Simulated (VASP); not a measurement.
A convergence study with VASP on GaN (wurtzite): one setting is varied, all else stays as given below, so the limit is that of these other settings.

```
CELL_PARAMETERS angstrom
      1.59500    -2.76262     0.00000
      1.59500     2.76262     0.00000
      0.00000     0.00000     5.19000
ATOMIC_POSITIONS crystal
  Ga 0.66667 0.33333 0.50000
  Ga 0.33333 0.66667 0.00000
  N  0.66667 0.33333 0.87700
  N  0.33333 0.66667 0.37700
```

All values below come from PBEsol GGA, VASP's PBE PAW potentials (set 64) (plane waves; VASP). The tightest run used: 700 eV cut-off, 13×13×7 Monkhorst-Pack mesh, Gaussian smearing of 0.050 eV, potentials Ga_d N.

| setting | E (eV/atom) | pressure (GPa) | irreducible k-points |
|---|---|---|---|
| 1×1×1 mesh | -2.2819 | 27.36 | 1 |
| 2×2×1 mesh | -6.7741 | -2.59 | 2 |
| 3×3×2 mesh | -6.4944 | -0.88 | 3 |
| 4×4×2 mesh | -6.5746 | -1.38 | 6 |
| 5×5×3 mesh | -6.5647 | -1.44 | 10 |

Q: These are the cheaper rows. Estimate the results at 13×13×7 mesh, and how far the last row shown lies from them.

A: 
| quantity | tightest run | last row shown is off by |
|---|---|---|
| E (eV/atom) | -6.5697 | 0.0050 |
| pressure (GPa) | -1.38 | -0.06 |

Left out are rungs that failed or repeat a setting and relaxations that didn't move; long series are thinned to 24 rows.

The compound is GaN in the wurtzite structure. The cell was not relaxed at this level.
